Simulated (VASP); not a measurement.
Crystal: PdAu4.

```
CELL_PARAMETERS angstrom
-2.81421 2.81421 2.81421
2.81421 -2.81421 2.81421
2.81421 2.81421 -2.81421
ATOMIC_POSITIONS crystal
Pd 0.00000 0.00000 0.00000
Au 0.50000 0.50000 0.50000
Au 0.50000 0.00000 0.00000
Au 0.00000 0.00000 0.50000
Au 0.00000 0.50000 0.00000
```

The cell was built by a generator and needn't be a form met in nature.

Base run:

| Item | Value |
| --- | --- |
| Program | VASP 6.6.1 |
| Functional | r2SCAN |
| Potentials or basis | VASP PAW PBE potentials, release 64 (Pd, Au) |
| Cutoff | 520 eV |
| k mesh | 5 × 5 × 5 |
| Occupations | fermi-dirac, width 0.1 eV |
| Spin | no spin polarisation |

Its results: band gap on the k mesh none (metal or under the smearing width); pressure 31.3 GPa.

The run is repeated on the same cell with these changes: functional from r2SCAN to PBEsol; further incar settings from ALGO = Normal; EDIFF = 1e-06; NBANDS = 35 to ALGO = Fast; EDIFF = 1e-07; NBANDS = 35. What comes out?

Band gap on the k mesh none (metal or under the smearing width); pressure 25.6 GPa.

Caveats: a pressure of tens of GPa on the cell as given is suspect, and the run, the potentials or the cell itself is likely at fault (some runs); the PAW data sets were made with another functional, which shifts forces and pressure a little (some runs); so large a pressure means that the cell lies far from this level's equilibrium, or that cutoff or potentials fall short (some runs); the potentials were made for another functional, which shifts forces and pressure (some runs).
